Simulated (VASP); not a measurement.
Method: PBE GGA with D3 dispersion (Becke-Johnson damping), VASP's PBE PAW potentials (set 64) (plane waves; VASP).

The input files of a VASP run:

### POSCAR
```
AgCl
1
    0.0000000000     2.7527103001     2.7527103001
    2.7527103001    -0.0000000000     2.7527103001
    2.7527103001     2.7527103001    -0.0000000000
Ag Cl
1 1
Direct
  0.0000000000   0.0000000000   0.0000000000
  0.5000000000   0.5000000000   0.5000000000
```

**INCAR**
```
! general
SYSTEM =AgCl
PREC   =Accurate
ENCUT  =520
LREAL  =F
LASPH  =T

! electronic loop
EDIFF  =1E-6
NELM   =100
ALGO   =Normal
LMAXMIX=4

! smearing
ISMEAR =0
SIGMA  =0.05

! functional
GGA    =PE
IVDW   =12

! ions
IBRION =2
NSW    =60
ISIF   =3
EDIFFG =-0.01

! output
LWAVE  =F
LCHARG =F
```

### KPOINTS
```
kpoints
0
gamma
8 8 8
0 0 0
```

POTCAR, in this order: Ag Cl (PBE.64 set). Program: vasp_std.

The resulting files:

File OSZICAR:
```
       N       E                     dE             d eps       ncg     rms          rms(c)
DAV:   1     0.102120599888E+03    0.10212E+03   -0.86196E+03   762   0.124E+03
DAV:   2    -0.120117548069E+01   -0.10332E+03   -0.95775E+02   869   0.255E+02
DAV:   3    -0.552467928244E+01   -0.43235E+01   -0.43070E+01   884   0.559E+01
DAV:   4    -0.556090711470E+01   -0.36228E-01   -0.36222E-01   849   0.566E+00
DAV:   5    -0.556142670123E+01   -0.51959E-03   -0.51958E-03   884   0.678E-01    0.683E+00
DAV:   6    -0.538632735373E+01    0.17510E+00   -0.32455E-01   827   0.792E+00    0.444E+00
DAV:   7    -0.538260725132E+01    0.37201E-02   -0.10482E-01   784   0.259E+00    0.207E+00
DAV:   8    -0.538187273949E+01    0.73451E-03   -0.52838E-03   804   0.917E-01    0.308E-01
DAV:   9    -0.538193293771E+01   -0.60198E-04   -0.71320E-04   844   0.377E-01    0.381E-02
DAV:  10    -0.538198925227E+01   -0.56315E-04   -0.78139E-05   769   0.922E-02    0.230E-02
DAV:  11    -0.538199712699E+01   -0.78747E-05   -0.84128E-06   809   0.264E-02    0.350E-03
DAV:  12    -0.538199716774E+01   -0.40744E-07   -0.36662E-07   552   0.847E-03
   1 F= -.60599685E+01 E0= -.60599685E+01  d E =-.605997E+01
```

OUTCAR:
```
------------------------ aborting loop because EDIFF is reached ----------------------------------------
 Edisp (eV)   -0.67797
  FORCE on cell =-STRESS in cart. coord.  units (eV):
  Direction    XX          YY          ZZ          XY          YZ          ZX
  --------------------------------------------------------------------------------------
  Total       0.00062     0.00062     0.00062     0.00000     0.00000     0.00000
  in kB       0.02390     0.02390     0.02390     0.00000     0.00000     0.00000
  external pressure =        0.02 kB  Pullay stress =        0.00 kB
  volume of cell :       41.72
      direct lattice vectors                 reciprocal lattice vectors
     0.000000000  2.752710300  2.752710300    -0.181639165  0.181639165  0.181639165
     2.752710300  0.000000000  2.752710300     0.181639165 -0.181639165  0.181639165
     2.752710300  2.752710300  0.000000000     0.181639165  0.181639165 -0.181639165
  FREE ENERGIE OF THE ION-ELECTRON SYSTEM (eV)
  ---------------------------------------------------
  free  energy   TOTEN  =        -6.0599685445 eV

  energy  without entropy=       -6.0599685445  energy(sigma->0) =       -6.05996854

 reached required accuracy - stopping structural energy minimisation
```
(Selected blocks of OUTCAR.)

File OUTCAR:
```
 val. band max:        4.1023084441   @ k =   0.5000   0.0000   0.0000

 cond. band min:       5.0068157052   @ k =   0.0000   0.0000   0.0000


 Fermi energy:         4.3454768091

 k-point     1 :       0.0000    0.0000    0.0000
  band No.  band energies     occupation
      1     -11.1973      2.00000
      2       1.5716      2.00000
      3       1.5716      2.00000
      4       1.5716      2.00000
      5       1.6138      2.00000
      6       1.6138      2.00000
      7       1.6870      2.00000
      8       1.6870      2.00000
      9       1.6870      2.00000
     10       5.0068      0.00000
     11      14.9474      0.00000
     12      14.9474      0.00000
     13      14.9474      0.00000

 k-point     2 :       0.1250    0.0000    0.0000
  band No.  band energies     occupation
      1     -11.1337      2.00000
      2       0.8337      2.00000
      3       0.8958      2.00000
      4       0.8958      2.00000
      5       1.6290      2.00000
      6       1.6290      2.00000
      7       1.8697      2.00000
      8       2.4772      2.00000
      9       2.4772      2.00000
     10       5.7313      0.00000
     11      13.5737      0.00000
     12      14.6240      0.00000
     13      14.6240      0.00000

 k-point     3 :       0.2500    0.0000    0.0000
  band No.  band energies     occupation
      1     -10.9732      2.00000
      2      -0.2264      2.00000
      3       0.3042      2.00000
      4       0.3042      2.00000
      5       1.7618      2.00000
      6       1.7618      2.00000
      7       2.0285      2.00000
      8       3.2670      2.00000
      9       3.2670      2.00000
     10       7.0623      0.00000
     11      11.9173      0.00000
     12      13.2980      0.00000
     13      13.2980      0.00000

 k-point     4 :       0.3750    0.0000    0.0000
  band No.  band energies     occupation
      1     -10.8020      2.00000
      2      -1.0284      2.00000
      3      -0.0723      2.00000
...
```

The compound is AgCl in the rock salt structure. It was relaxed first. The start is the result of an earlier pass.
